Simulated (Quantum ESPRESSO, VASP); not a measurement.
An input for Quantum ESPRESSO (PBE, GBRV 1.5 ultrasoft (PBE) pseudopotentials):

```
&CONTROL
   calculation = 'scf'
   prefix = 'run'
   outdir = './tmp'
   pseudo_dir = './'
   tprnfor = .true.
   tstress = .true.
/
&SYSTEM
   ibrav = 1
   A = 3.596697000
   nat = 4
   ntyp = 2
   ecutwfc = 50
   ecutrho = 400
   occupations = 'smearing'
   smearing = 'gauss'
   degauss = 0.019992
/
&ELECTRONS
   conv_thr = 1.0d-10
/
ATOMIC_SPECIES
Si    28.0850  si_pbe_v1.uspp.F.UPF
Ni    58.6934  ni_pbe_v1.4.uspp.F.UPF
ATOMIC_POSITIONS {bohr}
Si    0.000000000    0.000000000    0.000000000
Ni    0.000000000    3.398386142    3.398386142
Ni    3.398386142    0.000000000    3.398386142
Ni    3.398386142    3.398386142    0.000000000
K_POINTS {automatic}
7 7 7  0 0 0
```

**Question.** Translate it to VASP.

**Answer.** One set of files that does it:

**INCAR**
```
ALGO  =  Normal
EDIFF  =  1E-6
ENCUT  =  300
GGA  =  PE
ISIF  =  2
ISMEAR  =  0
LASPH  =  T
LCHARG  =  F
LMAXMIX  =  4
LREAL  =  F
LWAVE  =  F
NELM  =  100
PREC  =  Accurate
SIGMA  =  0.272
SYSTEM  =  Ni3Si
```

**POSCAR**
```
Ni3Si
3.5966970
  1.0000000000   0.0000000000   0.0000000000
  0.0000000000   1.0000000000   0.0000000000
  0.0000000000   0.0000000000   1.0000000000
Si Ni
1 3
Cart
  0.0000000000   0.0000000000   0.0000000000
  0.0000000000   0.5000000000   0.5000000000
  0.5000000000   0.0000000000   0.5000000000
  0.5000000000   0.5000000000   0.0000000000
```

### KPOINTS
```
Regular mesh
0
gamma
7 7 7
```

POTCAR, in this order: Si Ni (PBE.64 set). Program: vasp_std.

Both inputs were run and reached self-consistency, which says nothing on mesh or cut-off. Potentials, basis and cut-offs are each code's own, so they don't translate, and total energies aren't comparable.

The structure is a typed Ni3Si crystal (Pm-3m). The cell was not relaxed at this level, and it may have been scaled.
